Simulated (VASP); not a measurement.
An input for Quantum ESPRESSO's pw.x (written as the equivalent of a VASP run, and not itself run):

```
&CONTROL
  calculation = 'scf'
  pseudo_dir = './pseudo'
  outdir = './out'
  tprnfor = .true.
  tstress = .true.
/
&SYSTEM
  ibrav = 0
  nat = 4
  ntyp = 2
  ecutwfc = 62
  occupations = 'tetrahedra'
  input_dft = 'pbesol'
/
&ELECTRONS
  conv_thr = 7.3e-09
  electron_maxstep = 100
/
ATOMIC_SPECIES
  Tl 204.380 Tl.upf
  Br 79.904 Br.upf
CELL_PARAMETERS angstrom
     2.1703718   -6.0831104    0.0000000
     2.1703718    6.0831104   -0.0000000
     0.0000000   -0.0000000    4.8471579
ATOMIC_POSITIONS crystal
  Tl   0.3902659  0.6097341  0.7500000
  Tl   0.6097341  0.3902659  0.2500000
  Br   0.8640072  0.1359928  0.2500000
  Br   0.1359928  0.8640072  0.7500000
K_POINTS automatic
  6 6 5 0 0 0
```

Write the VASP files for the same calculation (PBEsol).

Several could match; the one computed here: 
File POSCAR:
```
TlBr
1
    2.1703718029    -6.0831104479     0.0000000000
    2.1703718029     6.0831104479    -0.0000000000
    0.0000000000    -0.0000000000     4.8471579142
Tl Br
2 2
Direct
  0.3902658852   0.6097341148   0.7500000000
  0.6097341148   0.3902658852   0.2500000000
  0.8640071557   0.1359928443   0.2500000000
  0.1359928443   0.8640071557   0.7500000000
```

INCAR:
```
ALGO  =  Normal
EDIFF  =  1E-7
ENCUT  =  400
GGA  =  PS
ISIF  =  2
ISMEAR  =  -5
LASPH  =  .True.
LCHARG  =  .True.
LEFG  =  .True.
LMAXMIX  =  4
LORBIT  =  11
LREAL  =  .False.
LWAVE  =  .False.
NEDOS  =  601
NELM  =  100
PREC  =  Accurate
SYSTEM  =  TlBr
```

KPOINTS:
```
Automatic mesh
0
Gamma
6 6 5
0 0 0
```

POTCAR, in this order: Tl_d Br (PBE.64 set). Program: vasp_std.

The two are equivalent in intent, not identical: the potentials are each code's own (VASP's PAW set, PseudoDojo norm-conserving files in pw.x), so ENCUT and ecutwfc are chosen apart and not converted; conv_thr bounds pw.x's estimated SCF error, while EDIFF bounds the energy change between steps; the field gradients of LEFG aren't asked of the other code.

The structure comes from a computed database's TlBr entry (Cmcm); how it stands against other phases isn't given here. It was relaxed first, which changed the volume by -6 %.
